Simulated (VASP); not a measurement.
# KMgH3 (Cmmm) in VASP: notebook

One crystal, KMgH3, is run at these levels: LDA; tasks: single point.

All numbers are computed with VASP 6.6.1; they aren't measurements. Logs are shortened: lines on timing, memory, paths and dates and some standing lists are left out, and cuts for length are marked.

## Step 1: The cell of the first run

It takes space group Cmmm (No. 65, orthorhombic). Conventional cell: a = 5.657 Å, b = 5.728 Å, c = 4.025 Å, α = 90.00°, β = 90.00°, γ = 90.00°. Around K (site symmetry mmm) lie 12 H at 2.83 to 2.86 Å. Around Mg (site symmetry mmm) lie 6 H at 2.01 Å. H (site symmetry 2/m) is surrounded by 2 Mg at 2.01 Å. H (site symmetry mmm) is surrounded by 2 Mg at 2.01 Å.

## Step 2: Single point, LDA (strain +0.0125 x Voigt [0, 0, 0, 0, 0, 1], atoms carried along)

File INCAR:

```
SYSTEM = KMgH3
  PREC = Accurate
  ENCUT = 520
  EDIFF = 1E-6
  ISMEAR = 0
  SIGMA = 0.05
  LREAL = .FALSE.
  LASPH = .TRUE.
  NELM = 100
  ALGO = Normal
  ISIF = 2
  LWAVE = .FALSE.
  LCHARG = .TRUE.
  LELF = .TRUE.
  LVHAR = .TRUE.
  NBANDS = 15
```

File KPOINTS:

```
Automatic mesh
0
G
  8 8 8
  0 0 0
```

File POSCAR:

```
KMgH3
1.0
    4.0250000000      0.0251562500      0.0000000000
    0.0251562500      4.0250000000      0.0000000000
    0.0000000000      0.0000000000      4.0250000000
K Mg H
1 1 3
Direct
    0.0000000000      0.0000000000      0.0000000000
    0.5000000000      0.5000000000      0.5000000000
    0.0000000000      0.5000000000      0.5000000000
    0.5000000000      0.0000000000      0.5000000000
    0.5000000000      0.5000000000      0.0000000000
```

Potentials or basis: VASP PAW LDA potentials, release 64 (K_sv, Mg, H).

Run with:

```
> cat potpaw_LDA.64/K_sv/POTCAR potpaw_LDA.64/Mg/POTCAR potpaw_LDA.64/H/POTCAR > POTCAR
> mpirun -np 1 vasp_std > vasp.out
```

OUTCAR:

```text
SYSTEM = KMgH3
   PREC = Accurate
   ENCUT = 520
   EDIFF = 1E-6
   ISMEAR = 0
   LREAL = .FALSE.
   LASPH = .TRUE.
   NELM = 100
   ISIF = 2

 ion  position               nearest neighbor table
   1  0.000  0.000  0.000-   2 3.47   2 3.47   2 3.47   2 3.47   2 3.50   2 3.50   2 3.50   2 3.50

   2  0.500  0.500  0.500-   5 2.01   5 2.01   3 2.01   4 2.01   4 2.01   3 2.01   1 3.47   1 3.47
                             1 3.47   1 3.47   1 3.50   1 3.50   1 3.50   1 3.50
   3  0.000  0.500  0.500-   2 2.01   2 2.01
   4  0.500  0.000  0.500-   2 2.01   2 2.01
   5  0.500  0.500  0.000-   2 2.01   2 2.01

  LATTYP: Found a base centered orthorhombic cell.
 ALAT       =     5.6566332786
 B/A-ratio  =     1.0125786164
 C/A-ratio  =     0.7115539936

  Lattice vectors:

 A1 = (  -0.0251562500,  -4.0250000000,   0.0000000000)
 A2 = (   4.0250000000,   0.0251562500,   0.0000000000)
 A3 = (   0.0000000000,   0.0000000000,   4.0250000000)

Analysis of symmetry for initial positions (statically):
=====================================================================
 Subroutine PRICEL returns:
 Original cell was already a primitive cell.

 Routine SETGRP: Setting up the symmetry group for a
 base centered orthorhombic supercell.

 Subroutine GETGRP returns: Found  8 space group operations
 (whereof  8 operations were pure point group operations)
 out of a pool of  8 trial point group operations.

The static configuration has the point symmetry D_2h.

Analysis of symmetry for dynamics (positions and initial velocities):
=====================================================================
 Subroutine PRICEL returns:
 Original cell was already a primitive cell.

 Routine SETGRP: Setting up the symmetry group for a
 base centered orthorhombic supercell.

 Subroutine GETGRP returns: Found  8 space group operations
 (whereof  8 operations were pure point group operations)
 out of a pool of  8 trial point group operations.

The dynamic configuration has the point symmetry D_2h.

 Subroutine INISYM returns: Found  8 space group operations
 (whereof  8 operations are pure point group operations),
 and found     1 'primitive' translations

----------------------------------------------------------------------------------------

                                     Primitive cell

  volume of cell :      65.2050

  direct lattice vectors                    reciprocal lattice vectors
     4.025000000  0.025156250  0.000000000     0.248456910 -0.001552856  0.000000000
     0.025156250  4.025000000  0.000000000    -0.001552856  0.248456910  0.000000000
     0.000000000  0.000000000  4.025000000     0.000000000  0.000000000  0.248447205

  length of vectors
     4.025078613  4.025078613  4.025000000     0.248461763  0.248461763  0.248447205

  position of ions in fractional coordinates (direct lattice)
     0.000000000  0.000000000  0.000000000
     0.500000000  0.500000000  0.500000000
     0.000000000  0.500000000  0.500000000
     0.500000000  0.000000000  0.500000000
     0.500000000  0.500000000  0.000000000

  ion indices of the primitive-cell ions
   primitive index   ion index
                 1           1
                 2           2
                 3           3
                 4           4
                 5           5

----------------------------------------------------------------------------------------

 KPOINTS: Automatic mesh

Automatic generation of k-mesh.
 Grid dimensions read from file:
 generate k-points for:    8    8    8

 Generating k-lattice:

  Cartesian coordinates                     Fractional coordinates (reciprocal lattice)
     0.031057114 -0.000194107  0.000000000     0.125000000  0.000000000  0.000000000
    -0.000194107  0.031057114  0.000000000     0.000000000  0.125000000  0.000000000
     0.000000000  0.000000000  0.031055901     0.000000000  0.000000000  0.125000000

  Length of vectors
     0.031057720  0.031057720  0.031055901

  Shift w.r.t. Gamma in fractional coordinates (k-lattice)
     0.000000000  0.000000000  0.000000000

 Subroutine IBZKPT returns following result:
 ===========================================

 Found    105 irreducible k-points:

 Following reciprocal coordinates:
            Coordinates               Weight
  0.000000  0.000000  0.000000      1.000000
  0.125000  0.000000  0.000000      4.000000
  0.250000  0.000000  0.000000      4.000000
  0.375000  0.000000  0.000000      4.000000
  0.500000  0.000000  0.000000      2.000000
  0.125000  0.125000  0.000000      2.000000
[... 16 lines left out ...]
  0.125000  0.000000  0.125000      8.000000
  0.250000  0.000000  0.125000      8.000000
 [... further k-points ...]
   k-points           NKPTS =    105   k-points in BZ     NKDIM =    105   number of bands    NBANDS=     15
   number of dos      NEDOS =    301   number of ions     NIONS =      5
   total plane-waves  NPLWV =  27000
   dimension x,y,z NGX =    30 NGY =   30 NGZ =   30
   dimension x,y,z NGXF=    60 NGYF=   60 NGZF=   60
   ions per type =               1   1   3
   NGX,Y,Z   is equivalent  to a cutoff of  12.39, 12.39, 12.39 a.u.
   NGXF,Y,Z  is equivalent  to a cutoff of  24.78, 24.78, 24.78 a.u.
 SYSTEM =  KMgH3
   PREC   = accura    normal or accurate (medium, high low for compatibility)
   ISTART =      0    job   : 0-new  1-cont  2-samecut
   ICHARG =      2    charge: 1-file 2-atom 10-const
   ISPIN  =      1    spin polarized calculation?
   LNONCOLLINEAR =      F non collinear calculations
   LSORBIT =      F    spin-orbit coupling
   LASPH  =      T    aspherical Exc in radial PAW
   ENCUT  =  520.0 eV  38.22 Ry    6.18 a.u.   7.48  7.48  7.48*2*pi/ulx,y,z
   NELM   =    100;   NELMIN=  2; NELMDL= -5     # of ELM steps
   EDIFF  = 0.1E-05   stopping-criterion for ELM
   LREAL  =      F    real-space projection
   EDIFFG = 0.1E-04   stopping-criterion for IOM
   NSW    =      0    number of steps for IOM
   IBRION =     -1    ionic relax: 0-MD 1-quasi-New 2-CG
   NFREE  =      0    steps in history (QN), initial steepest desc. (CG)
   ISIF   =      2    stress and relaxation
   ISYM   =      2    0-nonsym 1-usesym 2-fastsym
   POTIM  = 0.5000    time-step for ionic-motion
   TEBEG  =    0.0;   TEEND  =   0.0 temperature during run
   PSTRESS=    0.0 pullay stress
   NELECT =      14.0000    total number of electrons
   NUPDOWN=      -1.0000    fix difference up-down
   EMIN   =  10.00;   EMAX   =-10.00  energy-range for DOS
   EFERMI =   0.00;   METHOD = LEGACY
   ISMEAR =     0;   SIGMA  =   0.05  broadening in eV -4-tet -1-fermi 0-gaus
   EFERMI_NEDOS =   21; number of points for ismear=-14 and -15
   IALGO  =     38    algorithm
   IMIX   =      4    mixing-type and parameters
     AMIX     =   0.40;   BMIX     =  1.00
     AMIX_MAG =   1.60;   BMIX_MAG =  1.00
  volume/ion in A,a.u.               =      13.04        88.00
  Fermi-wavevector in a.u.,A,eV,Ry     =   0.980296  1.852491 13.074933  0.960980
  Thomas-Fermi vector in A             =   2.111215
   LORBIT       =      0    0 simple, 1 ext, 2 COOP (PROOUT), +10 PAW based schemes
   GGA     = CA    functional components
   LHFCALC =     F    Hartree Fock is set to
   AEXX    =    0.0000 exact exchange contribution
   IVDW    =     0    specifies the selected vdW correction
   LEPSILON=     F    determine dielectric tensor
   LRPA    =     F    only Hartree local field effects (RPA)
 non-spin polarized calculation
 Gauss-broadening in eV      SIGMA  =   0.05
  energy-cutoff  :      520.00
  volume of cell :       65.20
 maximum number of plane-waves:      1779
 NGX is ok and might be reduce to    30
   NGX = 15   NGY = 15   NGZ = 15

 number of electron      13.9999997 magnetization

 Free energy of the ion-electron system (eV)
  ---------------------------------------------------
  ext. energy  EPLUGINS =         0.00000000
  ---------------------------------------------------
  free energy    TOTEN  =       -15.08661354 eV

  energy without entropy =      -15.08661354  energy(sigma->0) =      -15.08661354

 E-fermi :  -0.0805     XC(G=0):  -8.8114

 val. band max:       -0.2898394607   @ k =   0.0000   0.0000   0.5000
 cond. band min:       1.7626737544   @ k =   0.5000   0.5000   0.5000
 fundamental gap:      2.0525132152
 Fermi energy:        -0.0804539074

 k-point     1 :       0.0000    0.0000    0.0000
  band No.  band energies     occupation
      1     -29.0086      2.00000
      2     -12.7099      2.00000
      3     -12.7068      2.00000
      4     -12.7037      2.00000
      5      -5.9207      2.00000
      6      -0.7857      2.00000
      7      -0.7841      2.00000
      8       5.1970      0.00000
      9       5.1990      0.00000
     10       5.2024      0.00000
     11       7.5473      0.00000
     12       7.5566      0.00000
     13       8.4273      0.00000
     14       8.4646      0.00000
     15       8.4909      0.00000

 k-point     2 :       0.1250    0.0000    0.0000
  band No.  band energies     occupation
      1     -29.0067      2.00000
      2     -12.7472      2.00000
      3     -12.7037      2.00000
      4     -12.7034      2.00000
      5      -5.7685      2.00000
      6      -1.0422      2.00000
      7      -0.7225      2.00000
      8       5.1379      0.00000
      9       5.1382      0.00000
     10       5.2738      0.00000
     11       7.1138      0.00000
     12       7.7135      0.00000
     13       8.4392      0.00000
     14       8.4497      0.00000
     15       8.5305      0.00000

 k-point     3 :       0.2500    0.0000    0.0000
  band No.  band energies     occupation
      1     -29.0020      2.00000
      2     -12.8413      2.00000
      3     -12.6959      2.00000
      4     -12.6958      2.00000
      5      -5.3376      2.00000
      6      -1.7240      2.00000
      7      -0.5590      2.00000
      8       4.9828      0.00000
      9       4.9841      0.00000
     10       5.6610      0.00000
     11       6.2509      0.00000
     12       8.0949      0.00000
     13       8.5080      0.00000
     14       8.5101      0.00000
     15       8.6922      0.00000

 k-point     4 :       0.3750    0.0000    0.0000
  band No.  band energies     occupation
      1     -28.9974      2.00000
      2     -12.9320      2.00000
      3     -12.6882      2.00000
      4     -12.6881      2.00000
      5      -4.7074      2.00000
      6      -2.5938      2.00000
      7      -0.3748      2.00000
      8       4.8217      0.00000
      9       4.8253      0.00000
     10       5.5265      0.00000
     11       6.4139      0.00000
     12       8.4195      0.00000
     13       8.7134      0.00000
     14       8.7185      0.00000
     15       8.8830      0.00000
[... 307 lines left out ...]
 k-point    22 :       0.0000    0.0000    0.1250
  band No.  band energies     occupation
      1     -29.0067      2.00000
      2     -12.7470      2.00000
      3     -12.7067      2.00000
      4     -12.7005      2.00000
      5      -5.7686      2.00000
      6      -1.0432      2.00000
      7      -0.7213      2.00000
      8       5.1342      0.00000
      9       5.1431      0.00000
     10       5.2726      0.00000
     11       7.1172      0.00000
     12       7.7049      0.00000
     13       8.4298      0.00000
     14       8.4625      0.00000
     15       8.5333      0.00000

 k-point    23 :       0.1250    0.0000    0.1250
  band No.  band energies     occupation
      1     -29.0048      2.00000
      2     -12.7497      2.00000
      3     -12.7360      2.00000
      4     -12.7002      2.00000
      5      -5.6219      2.00000
      6      -1.0997      2.00000
      7      -0.8503      2.00000
      8       4.6425      0.00000
      9       5.1172      0.00000
     10       5.9901      0.00000
     11       6.8203      0.00000
     12       7.5730      0.00000
     13       7.9900      0.00000
     14       8.4947      0.00000
     15       9.0557      0.00000

 k-point    24 :       0.2500    0.0000    0.1250
  band No.  band energies     occupation
      1     -29.0002      2.00000
      2     -12.8355      2.00000
      3     -12.7316      2.00000
      4     -12.6927      2.00000
      5      -5.2065      2.00000
      6      -1.6793      2.00000
      7      -0.7813      2.00000
      8       4.5445      0.00000
      9       5.0400      0.00000
     10       5.9687      0.00000
     11       6.6104      0.00000
     12       7.6722      0.00000
     13       7.7402      0.00000
     14       8.8740      0.00000
     15       9.5672      0.00000

 [... further k-points ...]

------------------------ aborting loop because EDIFF is reached ----------------------------------------

  FORCE on cell =-STRESS in cart. coord.  units (eV):
  Direction    XX          YY          ZZ          XY          YZ          ZX
  --------------------------------------------------------------------------------------
  -------------------------------------------------------------------------------------
  Total       -1.3017442     -1.3017442     -1.3030463     -0.1841527      0.0000000      0.0000000
  in kB      -31.9856769    -31.9856769    -32.0176704     -4.5248898      0.0000000      0.0000000
  external PRESSURE =     -31.9963414 kB  Pullay stress =       0.0000000 kB

 VOLUME and BASIS-vectors are now :
 -----------------------------------------------------------------------------
  energy-cutoff  :      520.00
  volume of cell :       65.20
      direct lattice vectors                 reciprocal lattice vectors
     4.025000000  0.025156250  0.000000000     0.248456910 -0.001552856  0.000000000
     0.025156250  4.025000000  0.000000000    -0.001552856  0.248456910  0.000000000
     0.000000000  0.000000000  4.025000000     0.000000000  0.000000000  0.248447205

 POSITION                                       TOTAL-FORCE (eV/Angst)
 -----------------------------------------------------------------------------------
      0.00000      0.00000      0.00000         0.000000      0.000000      0.000000
      2.02508      2.02508      2.01250        -0.000000      0.000000      0.000000
      0.01258      2.01250      2.01250         0.000000      0.000000      0.000000
      2.01250      0.01258      2.01250         0.000000      0.000000      0.000000
      2.02508      2.02508      0.00000         0.000000      0.000000      0.000000
 -----------------------------------------------------------------------------------
    total drift:                                0.000000      0.000000     -0.000000

  FREE ENERGIE OF THE ION-ELECTRON SYSTEM (eV)
  ---------------------------------------------------
  free  energy   TOTEN  =       -15.0866135419 eV

  energy  without entropy=      -15.0866135419  energy(sigma->0) =      -15.08661354
```

Run time: 38 s. Hardware: 1 thread of Intel Xeon 6975P-C (Granite Rapids), shared host; peak memory 0.23 GiB.

Results:

- Free energy: -15.0866 eV
- Pressure: -3.2 GPa
- Band gap on the k mesh: 2.05 eV, indirect (least direct gap 4.18 eV)

Stress tensor (GPa, compression positive):
```
-3.20 -0.45  0.00
-0.45 -3.20  0.00
 0.00  0.00 -3.20
```

A k mesh can miss the band edges.

(Part 1 of 3 ends here.)
